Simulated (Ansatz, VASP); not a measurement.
## TaV: VASP beside Ansatz

```
CELL_PARAMETERS angstrom
1.60670 -2.30777 0.00000
1.60670 2.30777 0.00000
0.00000 0.00000 4.34136
ATOMIC_POSITIONS crystal
Ta 0.00647 0.00891 0.00114
V 0.50337 0.49691 0.49594
```

Change from the starting cell: atoms moved at random, drawn with an rms of 0.05 Å.

Alike in both runs: task single point; functional PBE; k mesh 10 × 10 × 6; occupations fermi-dirac, width 0.05 eV; collinear spin, ferromagnetic start.

```csv
,VASP,Ansatz
version,VASP 6.6.1,Ansatz 0.2.0
potentials or method,"VASP PAW PBE potentials, release 64 (Ta_pv, V_sv)",Ansatz PAW
plane-wave cutoff (eV),520,420
valence electrons in the cell,24,26
```

Ansatz gave:

- gap on the k mesh at the Fermi level (eV): none
- pressure (GPa): 0.0
- largest component of the traceless stress (GPa): 0.60
- rms of the force components (eV/Å): 0.115
- net moment per atom (μB): 0.00

Q: Estimate VASP's values.

A: gap on the k mesh at the Fermi level (eV): none; pressure (GPa): 0.2; largest component of the traceless stress (GPa): 0.60; rms of the force components (eV/Å): 0.116; net moment per atom (μB): 0.00.

Atom by atom the forces differ by 0.001 eV/Å (rms over components). A gap of «none» marks a metal or a gap that the smearing closes. The two sets of potentials don't hold the same shells in valence.

Caveats: the starting moments weren't kept (Ansatz). Spin-orbit coupling is left out, which matters for the levels of Ta.
